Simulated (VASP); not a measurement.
These are LDA (Ceperley-Alder, Perdew-Zunger), VASP's LDA PAW potentials (set 64) (plane waves; VASP 6.6.1) values and carry that method's errors.

VASP ran on this input.

File KPOINTS:
```
Automatic mesh
0
G
8 8 8
```

INCAR:
```
# general
SYSTEM  = LaNi2B2C
PREC    = Accurate
ENCUT   = 400
LREAL   = .FALSE.   # projection in real space or not
LASPH   = .TRUE.   # aspherical one-centre terms

# electronic loop
EDIFF   = 1E-6
NELM    = 100
ALGO    = Normal   # blocked Davidson
LMAXMIX = 6

# smearing
ISMEAR  = -1   # Fermi-Dirac
SIGMA   = 0.1

# ions
ISIF    = 2   # forces and stress, cell fixed

# output
LWAVE   = .FALSE.
LCHARG  = .FALSE.
```

File POSCAR:
```
LaNi2B2C
5.4773480
 -0.3380141265   0.3380141265   0.8783467839
  0.3380141265  -0.3380141265   0.8783467839
  0.3380141265   0.3380141265  -0.8783467839
La Ni B C
1 2 2 1
Cart
  0.0000000000   0.0000000000   0.0000000000
  0.0000000000   0.3380141265   0.4391733919
  0.3380141265   0.0000000000   0.4391733919
 -0.0000000000   0.0000000000   0.6115577317
 -0.0000000000   0.0000000000   1.1451358360
  0.0000000000   0.0000000000   0.8783467839
```

POTCAR, in this order: La Ni B C (LDA.64 set). Program: vasp_std.

Output of the run:

File OSZICAR:
```
       N       E                     dE             d eps       ncg     rms          rms(c)
DAV:   1     0.274244697211E+03    0.27424E+03   -0.13915E+04  2896   0.207E+03
DAV:   2     0.990800956182E+01   -0.26434E+03   -0.25971E+03  3256   0.372E+02
DAV:   3    -0.515186663870E+02   -0.61427E+02   -0.60133E+02  4928   0.169E+02
DAV:   4    -0.592116444111E+02   -0.76930E+01   -0.70783E+01  4992   0.640E+01
DAV:   5    -0.596939827872E+02   -0.48234E+00   -0.45939E+00  4616   0.146E+01    0.353E+01
DAV:   6    -0.865756542743E+02   -0.26882E+02   -0.65341E+02  4344   0.349E+02    0.892E+01
DAV:   7    -0.551598937128E+02    0.31416E+02   -0.14075E+02  3912   0.209E+02    0.221E+01
DAV:   8    -0.461954923187E+02    0.89644E+01   -0.41779E+01  4176   0.985E+01    0.717E+00
DAV:   9    -0.468533835543E+02   -0.65789E+00   -0.14943E+01  5360   0.332E+01    0.468E+00
DAV:  10    -0.467184324245E+02    0.13495E+00   -0.19170E+00  4976   0.174E+01    0.209E+00
DAV:  11    -0.467085128471E+02    0.99196E-02   -0.15589E-01  4936   0.418E+00    0.109E+00
DAV:  12    -0.467090093635E+02   -0.49652E-03   -0.16250E-02  5160   0.130E+00    0.588E-01
DAV:  13    -0.467087186163E+02    0.29075E-03   -0.18083E-03  4912   0.526E-01    0.281E-01
DAV:  14    -0.467086898134E+02    0.28803E-04   -0.50671E-04  5472   0.241E-01    0.117E-01
DAV:  15    -0.467086887244E+02    0.10891E-05   -0.51299E-05  4560   0.635E-02    0.551E-02
DAV:  16    -0.467086892290E+02   -0.50465E-06   -0.10086E-05  4272   0.416E-02    0.268E-02
DAV:  17    -0.467086885597E+02    0.66932E-06   -0.49097E-06  3352   0.307E-02
   1 F= -.46708689E+02 E0= -.46670620E+02  d E =-.761374E-01
```

File OUTCAR:
```
------------------------ aborting loop because EDIFF is reached ----------------------------------------
  FORCE on cell =-STRESS in cart. coord.  units (eV):
  Direction    XX          YY          ZZ          XY          YZ          ZX
  --------------------------------------------------------------------------------------
  Total        0.6252511      0.6252511      1.5773942      0.0000000      0.0000000      0.0000000
  in kB       15.1865215     15.1865215     38.3128183      0.0000000      0.0000000      0.0000000
  external PRESSURE =      22.8952871 kB  Pullay stress =       0.0000000 kB
  volume of cell :       65.96
      direct lattice vectors                 reciprocal lattice vectors
    -1.851421000  1.851421000  4.811011000     0.000000000  0.270062833  0.103928260
     1.851421000 -1.851421000  4.811011000     0.270062833  0.000000000  0.103928260
     1.851421000  1.851421000 -4.811011000     0.270062833  0.270062833  0.000000000
 POSITION                                       TOTAL-FORCE (eV/Angst)
 -----------------------------------------------------------------------------------
      0.00000      0.00000      0.00000         0.000000      0.000000     -0.000000
      0.00000      1.85142      2.40551         0.000000      0.000000     -0.000000
      1.85142      0.00000      2.40551         0.000000      0.000000     -0.000000
      0.00000      0.00000      3.34971        -0.000000     -0.000000     -0.538341
      0.00000      0.00000      6.27231         0.000000      0.000000      0.538341
      0.00000      0.00000      4.81101         0.000000      0.000000     -0.000000
 -----------------------------------------------------------------------------------
    total drift:                               -0.000000      0.000000     -0.000000
  FREE ENERGIE OF THE ION-ELECTRON SYSTEM (eV)
  ---------------------------------------------------
  free  energy   TOTEN  =       -46.7086885597 eV

  energy  without entropy=      -46.6325512011  energy(sigma->0) =      -46.67061988
```
(Selected blocks of OUTCAR.)

At this cut-off the stress carries a Pulay error, which pulls relaxed volumes low.

The structure comes from a computed database's LaNi2B2C entry (I4/mmm); how it stands against other phases isn't given here. The cell was not relaxed at this level, and its volume differs by -5.9 % from the start's. The run is not spin-polarised, so no magnetic state was tried. The electron count is odd and the run is not spin-polarised, which forces a metal.
